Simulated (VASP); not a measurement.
```
CELL_PARAMETERS angstrom
      1.98942    -3.44579     0.00000
      1.98942     3.44579     0.00000
      0.00000     0.00000     5.19185
ATOMIC_POSITIONS crystal
  Ni 0.00000 0.00000 0.50000
  Ni 0.00000 0.00000 0.00000
  Sb 0.33333 0.66667 0.25000
  Sb 0.66667 0.33333 0.75000
```

Computed with optB88-vdW, VASP's PBE PAW potentials (set 64) (plane waves; VASP). Settings: 520 eV cut-off, 10×10×7 Γ-centred mesh, tetrahedra with Blöchl corrections, potentials Ni Sb.

Unless said otherwise, spin-orbit coupling is left out, though it shifts the bands of the heavy elements here.

Problem. What does the run give for the energy per atom (σ→0), band gap (on the k-mesh) with the smallest direct gap where there is one?

Solution. 
```yaml
band gap (on the k-mesh): none (metal, semimetal or under 0.01 eV)
energy per atom (σ→0): -2.648 eV/atom
```

Total energies compare only between runs with the same potentials, cut-off and functional.

The compound is NiSb in the NiAs type structure. It was relaxed first. The run is not spin-polarised, so no magnetic state was tried.
